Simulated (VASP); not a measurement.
A run of VASP 6.6.1 is set up as follows.

INCAR

```
  PREC = Normal
  ENCUT = 520
  EDIFF = 1E-5
  ISMEAR = 0
  SIGMA = 0.15
  LREAL = Auto
  LASPH = True
  NELM = 80
  ALGO = Fast
  ISIF = 3
  LWAVE = False
  LCHARG = False
  GGA = PE
  IBRION = 2
  NSW = 110
  EDIFFG = -0.03
  ISYM = 0
  KPAR = 8
```

Contents of KPOINTS:

```
Automatic mesh
0
Gamma
  7 7 2
```

POSCAR

```
In2WSe3
1.0
    3.5273287600     -0.0313214200      0.0001100600
   -3.5815790500      6.1202288800      0.0050912200
    0.0004882500      0.0133217300     15.0885867700
In W Se
4 2 6
Direct
    0.6240703900      0.1626502400      0.6439969100
    0.7089647400      0.6770275700      0.6365466500
    0.6751852200      0.1947993200      0.3687633900
    0.7241015800      0.6732057600      0.3742354000
    0.0260100500      0.0161000200      0.0034814000
    0.0497149400      0.4884821800      0.0003602600
    0.2870789700      0.3192873000      0.8985971700
    0.3527374800      0.8505113700      0.9106388900
    0.3294822400      0.3401523500      0.1029446900
    0.3388228700      0.8054812400      0.1018417400
    0.9815004600      0.9603108500      0.5040978500
    0.0594334700      0.5377927100      0.4950701400
```

Potentials or basis: VASP PAW PBE potentials, release 64 (In_d, W_sv, Se).

The run is started by

```console
$ cat potpaw_PBE.64/In_d/POTCAR potpaw_PBE.64/W_sv/POTCAR potpaw_PBE.64/Se/POTCAR > POTCAR
$ mpirun -np 8 vasp_std > vasp.out
```

Question: Estimate the relaxed volume.

Answer: 26.84 Å³/atom.

Question: Predict the band gap on the k mesh.

Answer: None (metal or under the smearing width).

Final structure:
```
In W Se
1.0
     3.44973   -0.00086   -0.00599
    -3.44938    5.94631    0.06532
    -0.01808    0.14242   15.70621
In W Se
4 2 6
Direct
  0.66875 0.16691 0.63984
  0.68779 0.66595 0.64098
  0.67702 0.17824 0.36776
  0.69923 0.67787 0.36682
  0.00828 0.99724 0.00290
  0.00854 0.49743 0.00288
  0.34578 0.33630 0.89857
  0.34581 0.83641 0.89848
  0.33837 0.32559 0.10710
  0.33807 0.82569 0.10717
  0.01182 0.00828 0.50406
  0.02764 0.50991 0.50401
```

The run has no spin-orbit coupling, so splittings on W are missing.
